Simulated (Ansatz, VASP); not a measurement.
**Cross-check of AlHNF (F-AlN-H chair, 3 layers, AA) between VASP and Ansatz**

Aim: how closely do two programs agree when they are given the same cell, functional and k mesh? The structure shown is the start of the Ansatz relaxation below; VASP solves that cell, so the two are compared at the walk's first step.

Method: plane waves, with VASP 6.6.1 beside it; single point at LDA, in Ansatz 0.2.0.

## 1. The structure

The cell holds 12 atoms: 3 H, 3 N, 3 Al and 3 F. Cell: a = 3.168 Å, b = 3.168 Å, c = 61.620 Å, α = 90.0°, β = 90.0°, γ = 120.0°. Vacuum lies along c.

## 2. Ansatz: relaxation, LDA

Ansatz runs on its default PAW (the set named soft_2) files.

The two programs are compared at the cell with which this relaxation starts, whose forces are those of its first step.

input.yaml reads:

```yaml
crystal:
  lattice:
    - [3.168, 0.0, 0.0]
    - [-1.584, 2.7435684792, 0.0]
    - [0.0, 0.0, 61.6200000012]
  atoms:
    - { symbol: H, position: [0.6666666667, 0.3333333333, 0.3756897111] }
    - { symbol: "N", position: [0.6666666667, 0.3333333333, 0.3922427783] }
    - { symbol: Al, position: [0.3333333333, 0.6666666667, 0.4026290166] }
    - { symbol: F, position: [0.3333333333, 0.6666666667, 0.4315157416] }
    - { symbol: H, position: [0.6666666667, 0.3333333333, 0.4720869847] }
    - { symbol: "N", position: [0.6666666667, 0.3333333333, 0.4886400519] }
    - { symbol: Al, position: [0.3333333333, 0.6666666667, 0.4990262902] }
    - { symbol: F, position: [0.3333333333, 0.6666666667, 0.5279130153] }
    - { symbol: H, position: [0.6666666667, 0.3333333333, 0.5684842584] }
    - { symbol: "N", position: [0.6666666667, 0.3333333333, 0.5850373256] }
    - { symbol: Al, position: [0.3333333333, 0.6666666667, 0.5954235638] }
    - { symbol: F, position: [0.3333333333, 0.6666666667, 0.6243102889] }
  periodic: [true, true, false]
kpoints:
  mp_grid: { grid: [10, 10, 1] }
hamiltonian:
  xc: lda
scf:
  occupations: { method: fermi_dirac, width: 0.05 }
  convergence: { dr2_threshold: 1.0e-09 }
relax:
  f_tol: 0.015
  max_steps: 90
  cell: {}
output:
  write_potential: true
  write_density: true
  volumetric_format: npy
```

Command:

```console
$ ansatz run input.yaml --threads 2 --pin off --max-ram 3072MiB --backend cpu --events-out ev --progress --plain --runs-dir out
```

Numbers of over 12 decimals in the logs are rounded to 6 here.

Log:

```text
Warning: relax.cell: scf.convergence.dr2_threshold = 1e-9 eV is looser than the 1.87177586544e-10 eV advised for a relaxation that steers and ends on the stress (1e-10 eV for each atom of the cell: 12, times the square of relax.cell.stress_2d_tol = 0.05 N/m over 25.3 Å (the atoms' height at the walk's start and 5 Å past either face), 1.975e-2 GPa, over a crystal's default 0.05). What an SCF threshold leaves in a stress goes as its square root, and in the free energy as the threshold itself, and one threshold admits the most on a small cell: [figures from the program's tests cut] Set scf.convergence.dr2_threshold to 1.87177586544e-10 eV or tighter. [rest of the remark cut]
Engine: ansatz 0.2.0, aarch64-unknown-linux-gnu
Pseudopotentials: kind: paw
Pseudopotential: H, paw, valence charge 1, recommended cutoff 420 eV (normal), H.paw.azcp
Pseudopotential: N, paw, valence charge 5, recommended cutoff 420 eV (normal), N.paw.azcp
Pseudopotential: Al, paw, valence charge 3, recommended cutoff 420 eV (normal), Al.paw.azcp
Pseudopotential: F, paw, valence charge 7, recommended cutoff 420 eV (normal), F.paw.azcp
Functional definition: SPW92
  exchange = slater_x
  correlation = pw_c
Crystal: 12 atoms, lattice volume = 535.578 Å³
Basis set: ecut = 420 eV, 10405 PW (Γ)
Bands: 36, of which v1, the nominal top of the filled ones, is band 24 counted from 1 (23 counted from 0)
Symmetry: 6 space group operations
Space group: P3m1 (ITA 156), of the structure as read, at distance tolerance 8.1e-5 Å
k-points: 14 of 100 (time reversal used)
Non-local potential: H, projectors of the file, l = 0: 2, l = 1: 1
Non-local potential: N, projectors of the file, l = 0: 2, l = 1: 2, l = 2: 1
Non-local potential: Al, projectors of the file, l = 0: 2, l = 1: 2, l = 2: 1
Non-local potential: F, projectors of the file, l = 0: 2, l = 1: 2, l = 2: 1
PAW form: soft (Blöchl's): semilocal exchange-correlation on the pseudo side does not see the compensation charge
PAW frozen core: N, regenerated for the run's functional, and the local potential with it (the file was generated under x = pbe(κ = 0.804, μ = 0.219515), c = pbe(β = 0.066725))
PAW frozen core: Al, regenerated for the run's functional, and the local potential with it (the file was generated under x = pbe(κ = 0.804, μ = 0.219515), c = pbe(β = 0.066725))
PAW frozen core: F, regenerated for the run's functional, and the local potential with it (the file was generated under x = pbe(κ = 0.804, μ = 0.219515), c = pbe(β = 0.066725))
PAW one-centre angular grid: H, 110 points (default); XC on 64 Gauss nodes
PAW one-centre angular grid: N, 110 points (default); XC on 64 Gauss nodes
PAW one-centre angular grid: Al, 110 points (default); XC on 64 Gauss nodes
PAW one-centre angular grid: F, 110 points (default); XC on 64 Gauss nodes
Initial density: superposition of atomic densities (neutral atoms: chi_scale 0, normalization atom), corrected by the library's trained network
Initial wavefunctions: pseudopotential atomic-orbital guess
Functional: x = slater, c = lda
SCF iter   1: F=—  HF=-5098.901424 eV  |F-HF|=—  |Δ(HF+E_count)|=         —  Δρ=6.97e-3  dr2=1.16e0  ethr=1.77e-3  ⟨swp⟩=13.7  Hψ=4120  notcnv=0  defer=29
preconditioner: auto → LDOS  [insulator: Δε(μ)=0.182 eV  Ē_g=11.502 eV  σ=0.050 eV  W_gap=0.72  n_scr=34 (ndim 8)  ℏωp=10.6 eV  f_vac=0.714  D(μ)=0.94/eV (n_scr^D=10)  ε∞_Penn≈1.9  β→1.0]
SCF iter   2: F=—  HF=-5098.959888 eV  |F-HF|=—  |Δ(HF+E_count)|=   5.85e-2  Δρ=1.24e-2  dr2=1.66e0  ethr=1.77e-3  ⟨swp⟩=3.4  Hψ=1114  notcnv=0  defer=71
SCF iter   3: F=—  HF=-5098.790037 eV  |F-HF|=—  |Δ(HF+E_count)|=   1.70e-1  Δρ=2.68e-3  dr2=1.43e-1  ethr=1.77e-3  ⟨swp⟩=2.9  Hψ=990  notcnv=0  defer=81
SCF iter   4: F=—  HF=-5098.779210 eV  |F-HF|=—  |Δ(HF+E_count)|=   1.08e-2  Δρ=1.34e-3  dr2=9.98e-2  ethr=2.98e-4  ⟨swp⟩=3.9  Hψ=1016  notcnv=0  defer=81
SCF iter   5: F=—  HF=-5098.778317 eV  |F-HF|=—  |Δ(HF+E_count)|=   8.93e-4  Δρ=9.43e-4  dr2=8.51e-3  ethr=2.08e-4  ⟨swp⟩=2.2  Hψ=530  notcnv=0  defer=82
SCF iter   6: F=—  HF=-5098.777905 eV  |F-HF|=—  |Δ(HF+E_count)|=   4.13e-4  Δρ=7.83e-4  dr2=6.09e-3  ethr=1.77e-5  ⟨swp⟩=2.9  Hψ=885  notcnv=0  defer=75
SCF iter   7: F=—  HF=-5098.777698 eV  |F-HF|=—  |Δ(HF+E_count)|=   2.07e-4  Δρ=6.07e-4  dr2=3.20e-3  ethr=1.27e-5  ⟨swp⟩=2.1  Hψ=570  notcnv=0  defer=75
[...]
preconditioner: auto → LDOS  [metal: Δε(μ)=0.083 eV  Ē_g=12.336 eV  σ=0.050 eV  W_gap=0.38  n_scr=36 (ndim 8)  ℏωp=10.9 eV  f_vac=0.744  D(μ)=1.86/eV (n_scr^D=14)  β→1.0]
SCF iter   2: F=—  HF=-5099.979007 eV  |F-HF|=—  |Δ(HF+E_count)|=   1.46e-4  Δρ=8.36e-6  dr2=2.87e-7  ethr=1.16e-10  ⟨swp⟩=6.0  Hψ=1937  notcnv=0  defer=2
SCF iter   3: F=—  HF=-5099.979007 eV  |F-HF|=—  |Δ(HF+E_count)|=   6.47e-8  Δρ=1.91e-6  dr2=1.65e-8  ethr=1.16e-10  ⟨swp⟩=2.4  Hψ=840  notcnv=0  defer=2
SCF iter   4: F=—  HF=-5099.979007 eV  |F-HF|=—  |Δ(HF+E_count)|=  4.18e-11  Δρ=1.64e-6  dr2=1.10e-8  ethr=3.44e-11  ⟨swp⟩=3.0  Hψ=963  notcnv=0  defer=2
SCF iter   5: F=—  HF=-5099.979007 eV  |F-HF|=—  |Δ(HF+E_count)|=  6.86e-10  Δρ=9.78e-7  dr2=4.08e-9  ethr=2.29e-11  ⟨swp⟩=1.6  Hψ=584  notcnv=0  defer=2
SCF iter   6: F=-5099.979007 eV  HF=-5099.979007 eV  |F-HF|=4.08e-10  |Δ(HF+E_count)|=  2.78e-10  Δρ=1.68e-7  dr2=1.22e-10  ethr=2.08e-12  ⟨swp⟩=48.0  Hψ=5913  notcnv=0
SCF 16 converged in 6 iterations: F = -5099.979007 eV  dr2 = 1.22e-10
relax step  16: F+E_penalty+E_count = -5099.97900714 eV  Δ(F+E_penalty+E_count) = +8.410e-5 eV  max|allowed force component| = 9.838e-4 eV/Å  Δτ_max = 0.0000 Å  P = -0.004 N/m  Ω = 514.929 Å³  fix = [c, alpha, beta]  reactions: c -0.000 N/m  stress off target by 4.41e-3 N/m on what of the cell is left free  SCF on the basis re-selected at this cell (its energy is not comparable with the rows above)  (6 SCF iters)
basis re-selected at this cell: Δ(F+E_penalty+E_count) = +8.410e-5 eV, ΔP = -0.001 N/m vs the last step (what re-selecting the basis moved, of the pressure what is left beyond the Pulay correction that the steps carried, after the strain that the cell walked since its last selection, with what the two solves' SCF thresholds leave and, on support functions, any second-order correction that the steps lacked; it is no m [...]
WARN: The output density's exchange-correlation potential varies sharply where the density is thin. Do not read a vacuum level from v_tot or v_xc, or from such a field of the output density. On a cell that repeats whose density bears no net charge and no dipole along the vacuum's axis use v_es (v_loc + v_h of the components); under efield.dipole_correction with no amplitude use v_es + v_field, which holds any externa [...]
SCF converged after 6 iterations
Free energy (F): -5099.979007 eV
Harris-Foulkes:  -5099.979007 eV  (|F-HF|=4.08e-10)
Internal energy: -5099.963456 eV  (E = F + TS)
E sigma→0 (E₀):  -5099.971232 eV
Entropy (-TS):   -0.015551 eV (-1.296 meV/atom)
Fermi energy:    -7.108898 eV
--- Per-component energies (eV) ---
  E_band       = -743.781645
  E_kinetic    = 1132.573461
  E_local      = -270322.926164  (includes V_loc(G=0)·N_el)
  E_nonlocal   = 405.692986
  E_hartree    = 134487.092804
  E_xc         = -558.220832
  E_vxc        = -654.891806  (∫ρ·V_xc dr)
  E_paw        = -2251.346655  (= ΣΔE_a)
  E_vpaw       = -278.418007  (= ΣTr[D̂ρ^β])
  E_aug_tail   = 0.002721  (compensation charges beyond the density's cutoff)
  E_ewald      = 132006.421185
  E_core_change = 0.747037  (= ΣΔE_core)
  E_smearing   = -0.015551  (= −TS)
  E_closure    = -0.000000  (closes the sum)
  Σ components = -5099.979007   (vs F -5099.979007, Δ=0.00e0)
--- Forces (eV/Å), atoms counted from 1 ---
  atom   1  H      0.00000000    -0.00000000     0.00010077
  atom   2  N     -0.00000000     0.00000000    -0.00063207
  atom   3  Al     0.00000000    -0.00000000     0.00025179
  atom   4  F     -0.00000000     0.00000000    -0.00048885
  atom   5  H      0.00000000    -0.00000000     0.00023211
  atom   6  N     -0.00000000     0.00000000    -0.00090698
  atom   7  Al     0.00000000    -0.00000000     0.00095013
  atom   8  F      0.00000000     0.00000000    -0.00034090
  atom   9  H      0.00000000    -0.00000000    -0.00003259
  atom  10  N     -0.00000000     0.00000000     0.00038544
  atom  11  Al     0.00000000    -0.00000000    -0.00006707
  atom  12  F     -0.00000000     0.00000000     0.00014473
  max |Σ_I F_I| component: 4.03e-4 eV/Å
--- 2D stress c σ (N/m, compression-positive) ---
       -0.004412       0.000000      -0.000000
        0.000000      -0.004412      -0.000000
       -0.000000      -0.000000      -0.000000
  P = ½ c Tr σ = -0.0044 N/m
--- Band table (eV; the first three rows and the last of 14) ---
  k-point 0: bands = [... 20 lower, -7.7551, -7.4602, -7.4602, -7.0544, -7.0544, -5.5213, -4.6198, -4.4834, ... 8 higher]
  k-point 1: bands = [... 20 lower, -7.7559, -7.5384, -7.4664, -7.3493, -7.0894, -5.2125, -4.4111, -4.2054, ... 8 higher]
  k-point 2: bands = [... 20 lower, -8.4897, -7.7402, -7.7189, -7.1722, -6.8128, -4.5947, -4.0046, -3.5399, ... 8 higher]
  k-point 13: bands = [... 20 lower, -10.0095, -8.5807, -8.1272, -7.9172, -3.9045, -3.1825, -2.4667, -1.6079, ... 8 higher]
  the weakly bound empty levels are not read free of the cell's end (no_gap_told)
--- Relaxed structure (13 steps of the walk, 13 accepted, 3 SCFs on fresh bases) ---
  F+E_penalty+E_count = -5099.97900714 eV   max|allowed force component| = 9.838e-4 eV/Å   (the final SCF, on the basis selected at the relaxed cell)
  cell:  # Å, volume = 514.9294 Å³
    - [3.106331, -2.2822295881248064e-18, 0]
    - [-1.553165, 2.690161, 0]
    - [0, 0, 61.6200000012]
  atoms:
    - { symbol: H, position: [0.666667, 0.333333, 0.395878] }
    - { symbol: N, position: [0.666667, 0.333333, 0.412740] }
    - { symbol: Al, position: [0.333333, 0.666667, 0.422165] }
    - { symbol: F, position: [0.333333, 0.666667, 0.449022] }
    - { symbol: H, position: [0.666667, 0.333333, 0.472926] }
    - { symbol: N, position: [0.666667, 0.333333, 0.489703] }
    - { symbol: Al, position: [0.333333, 0.666667, 0.498987] }
    - { symbol: F, position: [0.333333, 0.666667, 0.525847] }
    - { symbol: H, position: [0.666667, 0.333333, 0.549689] }
    - { symbol: N, position: [0.666667, 0.333333, 0.566467] }
    - { symbol: Al, position: [0.333333, 0.666667, 0.576564] }
    - { symbol: F, position: [0.333333, 0.666667, 0.603010] }
```

The column dr2 measures how far the density is from self-consistency, as an energy; F and HF (Harris–Foulkes) agree once it is small.

[end of part 1 of 2]

[Lines on the potential files, build, host, timing and source positions are cut from VASP's logs without a mark.]

[Logs are printed without paths, hosts, clocks, repeated set-up lines and the standing remarks that a program may print on its own settings, such as how far it seeks lower states.]

[Hosts, paths, dates, database ids (printed as entryN), source tags and the programs' standing remarks are cut or masked in the printed files.]
